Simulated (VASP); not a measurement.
Wanted: the native input for a VASP 6.6.1 run.

| Item | Value |
| --- | --- |
| Task | single point |
| Functional | PBE |
| Potentials or basis | VASP PAW PBE potentials, release 64 (Cs_sv, Li_sv, P) |
| Cutoff | 520 eV |
| k mesh | 6 × 6 × 6 |
| Occupations | gaussian, width 0.02 eV |
| Spin | no spin polarisation |
| Dipole correction | no |
| Further INCAR settings | ALGO = Fast; EDIFF = 1e-06; NBANDS = 23 |

The structure of CsLi3P2 lies in POSCAR:

```
CsLi3P2
1.0
    4.0449324452      2.3353428361      3.0375838865
   -4.0449324452      2.3353428361      3.0375838865
    0.0000000000     -4.6706856722      3.0375838865
Cs Li P
1 3 2
Direct
    0.5000000000      0.5000000000      0.5000000000
    0.0000000000      0.0000000000      0.5000000000
    0.5000000000      0.0000000000      0.0000000000
    0.0000000000      0.5000000000      0.0000000000
    0.1260923940      0.1260923940      0.1260923940
    0.8739076060      0.8739076060      0.8739076060
```

The cell was built by a generator and needn't be a form met in nature.

The cell isn't the ideal one: random cell by space group and Wyckoff sites (R-3m, No. 166).

These files were run (other wordings do the same):

INCAR

```
ALGO = Fast
EDIFF = 1E-6
ENCUT = 520
GGA = PE
ISIF = 2
ISMEAR = 0
LASPH = T
LCHARG = F
LREAL = F
LWAVE = F
NBANDS = 23
NELM = 60
PREC = Accurate
SIGMA = 0.02
```

KPOINTS

```
k-points
0
Gamma
  6 6 6
```

Potentials or basis: VASP PAW PBE potentials, release 64 (Cs_sv, Li_sv, P).

The run is started by

```bash
$ cat potpaw_PBE.64/Cs_sv/POTCAR potpaw_PBE.64/Li_sv/POTCAR potpaw_PBE.64/P/POTCAR > POTCAR
$ mpirun -np 1 vasp_std > vasp.out
```

Results of the run:

- Largest force: 0.042 eV/Å
- Band gap on the k mesh: 0.82 eV, indirect (least direct gap 0.89 eV)

Caveat: spin-orbit coupling is left out, which moves the levels of the heavy elements.

Run time: 4.9 min on 1 thread of Intel(R) Xeon(R) Platinum 8488C (Sapphire Rapids) (shared host), peak memory 0.32 GiB.
